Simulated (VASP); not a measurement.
```
CELL_PARAMETERS angstrom
     -1.61141     1.61141     3.93127
      1.61141    -1.61141     3.93127
      1.61141     1.61141    -3.93127
ATOMIC_POSITIONS crystal
  Si 0.66532 0.66532 0.00000
  Si 0.33468 0.33468 0.00000
  W  0.00000 0.00000 0.00000
```

Calculation: optB86b-vdW, VASP's PBE PAW potentials (set 64) (plane waves; VASP). Settings: 520 eV cut-off, Gaussian smearing of 0.050 eV, potentials Si W_sv.

Unless said otherwise, spin-orbit coupling is left out, though it shifts the bands of the heavy elements here.

Q: Predict the band gap (along the path) with the smallest direct gap where there is one.

A: 
```
Property                                                     Result
-------------------------  ----------------------------------------
band gap (along the path)  none (metal, semimetal or under 0.01 eV)
```

The absolute energy has meaning only against runs of the same code, potentials and settings.

The compound is WSi2 in the MoSi2 type structure. It was relaxed first.
